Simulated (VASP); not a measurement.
# Al2InN3 (P3m1) in VASP: notebook, part 2 of 2

VASP 6.6.1.

## (3) Relaxation of cell and atoms, PBE

File INCAR:

```
SYSTEM = Al2InN3
ALGO = Normal
EDIFF = 1E-7
EDIFFG = -0.005
ENCUT = 520
GGA = PE
IBRION = 2
ISIF = 3
ISMEAR = 0
KPAR = 2
LASPH = .True.
LCHARG = .False.
LREAL = .False.
LWAVE = .False.
NELM = 120
NSW = 60
POTIM = 0.3
PREC = Accurate
SIGMA = 0.03
```

File KPOINTS:

```
k-points
0
Gamma
  8 8 4
  0 0 0
```

File POSCAR:

```
Al2InN3                                 
1.0
    3.2537582521      0.0000000000      0.0000000000
   -1.6268791261      2.8178373015     -0.0000000000
    0.0000000000     -0.0000000000      8.0824559895
  Al              In              N             
     2     1     3
Direct
     0.3333333300000021    0.6666666699999979    0.0131913514356152
     0.6666666699999979    0.3333333300000021    0.3229735883549438
     0.0000000000000000    0.0000000000000000    0.6696647422379116
     0.0000000000000000    0.0000000000000000    0.9416363149398306
     0.3333333300000021    0.6666666699999979    0.2483926039095148
     0.6666666699999979    0.3333333300000021    0.5541104391221805
```

Potentials or basis: VASP PAW PBE potentials, release 64 (Al, In_d, N).

The run is started by

```sh
$ cat potpaw_PBE.64/Al/POTCAR potpaw_PBE.64/In_d/POTCAR potpaw_PBE.64/N/POTCAR > POTCAR
$ mpirun -np 2 vasp_std > vasp.out
```

OUTCAR:

```text
SYSTEM = Al2InN3
   EDIFF = 1E-7
   EDIFFG = -0.005
   ENCUT = 520
   GGA = PE
   IBRION = 2
   ISIF = 3
   ISMEAR = 0
   LASPH = .True.
   LREAL = .False.
   NELM = 120
   NSW = 60
   POTIM = 0.3
   PREC = Accurate

 ion  position               nearest neighbor table
   1  0.333  0.667  0.013-   5 1.90   4 1.97   4 1.97   4 1.97   2 3.13   2 3.13   2 3.13   3 3.35
                             3 3.35   3 3.35
   2  0.667  0.333  0.323-   6 1.87   5 1.97   5 1.97   5 1.97   1 3.13   1 3.13   1 3.13   3 3.37
                             3 3.37   3 3.37
   3  0.000  0.000  0.670-   6 2.10   6 2.10   6 2.10   4 2.20   1 3.35   1 3.35   1 3.35   2 3.37
                             2 3.37   2 3.37
   4  0.000  0.000  0.942-   1 1.97   1 1.97   1 1.97   3 2.20
   5  0.333  0.667  0.248-   1 1.90   2 1.97   2 1.97   2 1.97
   6  0.667  0.333  0.554-   2 1.87   3 2.10   3 2.10   3 2.10

  LATTYP: Found a hexagonal cell.
 ALAT       =     3.2537582521
 C/A-ratio  =     2.4840370314

  Lattice vectors:

 A1 = (   3.2537582521,   0.0000000000,   0.0000000000)
 A2 = (  -1.6268791261,   2.8178373015,   0.0000000000)
[... 183 lines left out ...]

  energy without entropy =      -39.72438082  energy(sigma->0) =      -39.72438082

 E-fermi :   6.8490     XC(G=0): -10.7878

 val. band max:        6.7149226448   @ k =   0.0000   0.0000   0.0000
 cond. band min:       7.7975059861   @ k =   0.0000   0.0000   0.0000
 fundamental gap:      1.0825833412
 Fermi energy:         6.8489835726

 k-point     1 :       0.0000    0.0000    0.0000
  band No.  band energies     occupation
      1      -8.6588      2.00000
      2      -8.2124      2.00000
      3      -7.2993      2.00000
      4      -6.8495      2.00000
      5      -6.8495      2.00000
      6      -6.4148      2.00000
[... 565 lines left out ...]
     20      12.6877      0.00000
     21      13.0492      0.00000

 [... further k-points ...]
[... 5 lines left out ...]
  --------------------------------------------------------------------------------------
  -------------------------------------------------------------------------------------
  Total        0.0103428      0.0103428      0.0069162     -0.0000000      0.0000000     -0.0000000
  in kB        0.2236157      0.2236157      0.1495318     -0.0000000      0.0000000     -0.0000000
  external PRESSURE =       0.1989211 kB  Pullay stress =       0.0000000 kB

 VOLUME and BASIS-vectors are now :
 -----------------------------------------------------------------------------
  energy-cutoff  :      520.00
  volume of cell :       74.10
      direct lattice vectors                 reciprocal lattice vectors
     3.253758252  0.000000000  0.000000000     0.307336908  0.177441047  0.000000000
    -1.626879126  2.817837302  0.000000000     0.000000000  0.354882093  0.000000000
     0.000000000  0.000000000  8.082455989     0.000000000  0.000000000  0.123724769

 POSITION                                       TOTAL-FORCE (eV/Angst)
 -----------------------------------------------------------------------------------
     -0.00000      1.87856      0.10662        -0.000000     -0.000000     -0.002046
      1.62688      0.93928      2.61042        -0.000000     -0.000000      0.000001
      0.00000      0.00000      5.41254        -0.000000     -0.000000      0.001652
      0.00000      0.00000      7.61073        -0.000000     -0.000000     -0.000355
     -0.00000      1.87856      2.00762         0.000000     -0.000000      0.001271
      1.62688      0.93928      4.47857        -0.000000      0.000000     -0.000523
 -----------------------------------------------------------------------------------
    total drift:                                0.000002     -0.000001     -0.000848

  FREE ENERGIE OF THE ION-ELECTRON SYSTEM (eV)
  ---------------------------------------------------
  free  energy   TOTEN  =       -39.7243808198 eV

  energy  without entropy=      -39.7243808198  energy(sigma->0) =      -39.72438082

 reached required accuracy - stopping structural energy minimisation
```

OSZICAR:

```text
N       E                     dE             d eps       ncg     rms          rms(c)
DAV:   1     0.275977482872E+03    0.27598E+03   -0.15857E+04  1475   0.178E+03
DAV:   2    -0.507654235711E+01   -0.28105E+03   -0.26836E+03  1586   0.425E+02
DAV:   3    -0.452602554990E+02   -0.40184E+02   -0.39127E+02  1937   0.146E+02
DAV:   4    -0.468567110166E+02   -0.15965E+01   -0.15905E+01  1746   0.309E+01
DAV:   5    -0.469164175227E+02   -0.59707E-01   -0.59688E-01  2116   0.623E+00    0.162E+01
DAV:   6    -0.396353598652E+02    0.72811E+01   -0.32491E+01  2297   0.644E+01    0.124E+01
DAV:   7    -0.397719707812E+02   -0.13661E+00   -0.21655E+00  1665   0.113E+01    0.386E+00
DAV:   8    -0.397359069218E+02    0.36064E-01   -0.13838E-01  2155   0.462E+00    0.248E+00
DAV:   9    -0.397241876619E+02    0.11719E-01   -0.39516E-02  2336   0.333E+00    0.367E-01
DAV:  10    -0.397238865234E+02    0.30114E-03   -0.63779E-03  2234   0.956E-01    0.244E-01
DAV:  11    -0.397242962456E+02   -0.40972E-03   -0.21500E-03  2286   0.428E-01    0.145E-01
DAV:  12    -0.397243683430E+02   -0.72097E-04   -0.28219E-04  2225   0.180E-01    0.374E-02
DAV:  13    -0.397243800300E+02   -0.11687E-04   -0.48021E-05  1967   0.703E-02    0.116E-02
DAV:  14    -0.397243809249E+02   -0.89483E-06   -0.78288E-06  2333   0.250E-02    0.585E-03
DAV:  15    -0.397243808111E+02    0.11380E-06   -0.15897E-06  2214   0.135E-02    0.285E-03
DAV:  16    -0.397243808198E+02   -0.87166E-08   -0.57365E-07  1560   0.706E-03
   1 F= -.39724381E+02 E0= -.39724381E+02  d E =-.397244E+02
```

It took 29 s on 2 MPI ranks of Intel Xeon Platinum 8488C (Sapphire Rapids), shared host; peak memory 0.19 GiB.

What came out:

| Item | Value |
| --- | --- |
| Free energy | -39.7244 eV |
| Pressure after relaxing | 0.0 GPa |
| Band gap on the k mesh | 1.08 eV, direct |

Forces on the atoms (eV/Å):
```
Al   0.000  0.000 -0.002
Al   0.000  0.000  0.000
In   0.000  0.000  0.002
N    0.000  0.000  0.000
N    0.000  0.000  0.001
N    0.000  0.000 -0.001
```

Final structure:
```
Al In N
1.0
     3.25376    0.00000    0.00000
    -1.62688    2.81784    0.00000
     0.00000    0.00000    8.08246
Al In N
2 1 3
Direct
  0.33333 0.66667 0.01319
  0.66667 0.33333 0.32297
  0.00000 0.00000 0.66966
  0.00000 0.00000 0.94164
  0.33333 0.66667 0.24839
  0.66667 0.33333 0.55411
```

Caveat: the relaxation stopped at its first step, so nothing moved; spin-orbit coupling is left out, which moves the levels of the heavy elements. A hybrid or GW would open this gap; PBE tends to underestimate it.

## (4) Single point, r2SCAN

File INCAR:

```
PREC = Accurate
ENCUT = 520
EDIFF = 1E-6
ISMEAR = 0
SIGMA = 0.03
LREAL = False
LASPH = True
NELM = 150
ALGO = Normal
ISIF = 2
LWAVE = False
LCHARG = False
METAGGA = R2SCAN
LMIXTAU = True
KPAR = 2
```

File KPOINTS:

```
regular mesh
0
Gamma
  8 8 4
```

File POSCAR:

```
Al2InN3                                 
1.0
    3.2537582521      0.0000000000      0.0000000000
   -1.6268791261      2.8178373015      0.0000000000
    0.0000000000      0.0000000000      8.0824559895
  Al              In              N             
     2     1     3
Direct
     0.3333333300000021    0.6666666699999979    0.0131913514356157
     0.6666666699999979    0.3333333300000021    0.3229735883549409
     0.0000000000000000    0.0000000000000000    0.6696647422379129
     0.0000000000000000    0.0000000000000000    0.9416363149398279
     0.3333333300000021    0.6666666699999979    0.2483926039095152
     0.6666666699999979    0.3333333300000021    0.5541104391221836
```

The run is started by

```sh
$ cat potpaw_PBE.64/Al/POTCAR potpaw_PBE.64/In_d/POTCAR potpaw_PBE.64/N/POTCAR > POTCAR
$ mpirun -np 2 vasp_std > vasp.out
```

Run time: 83 s. Hardware: 2 MPI ranks of Intel Xeon Platinum 8488C (Sapphire Rapids), shared host; peak memory 0.21 GiB.

It converged, with:

```yaml
Free_energy: -69.5664 eV
Pressure: -4.2 GPa
Largest_force: 0.123 eV/Å
Band_gap_on_the_k_mesh: 1.49 eV, direct
```

Forces in eV/Å, atoms in the order of the input:
```
Al   0.000  0.000  0.076
Al   0.000  0.000  0.084
In   0.000  0.000 -0.123
N    0.000  0.000 -0.031
N    0.000  0.000 -0.073
N    0.000  0.000  0.068
```

Stress tensor (GPa, compression positive):
```
-4.19  0.00  0.00
 0.00 -4.19  0.00
 0.00  0.00 -4.28
```

Levels at points of the mesh, in eV from the valence-band top:
| k point | band 13 | band 14 | band 15 | band 16 | band 17 | band 18 | band 19 | band 20 | band 21 |
| --- | --- | --- | --- | --- | --- | --- | --- | --- | --- |
| (0.00, 0.00, 0.00) | -1.36 | -1.36 | -0.91 | 0.00 | 0.00 | 1.49 | 4.97 | 5.31 | 7.75 |
| (0.50, 0.00, 0.00) | -2.87 | -2.47 | -2.38 | -1.95 | -1.16 | 2.83 | 5.37 | 5.73 | 6.57 |
| (0.00, 0.00, 0.50) | -1.75 | -1.33 | -1.33 | -0.01 | -0.01 | 2.59 | 3.98 | 5.67 | 7.80 |
| (0.50, 0.00, 0.50) | -3.25 | -2.75 | -2.21 | -1.45 | -1.00 | 3.75 | 4.34 | 4.81 | 7.38 |

Caveat: the PAW data sets were made with another functional, which shifts forces and pressure a little; spin-orbit coupling is left out, which moves the levels of the heavy elements. r2SCAN opens gaps a little over a GGA but as a rule still falls short of measured ones.
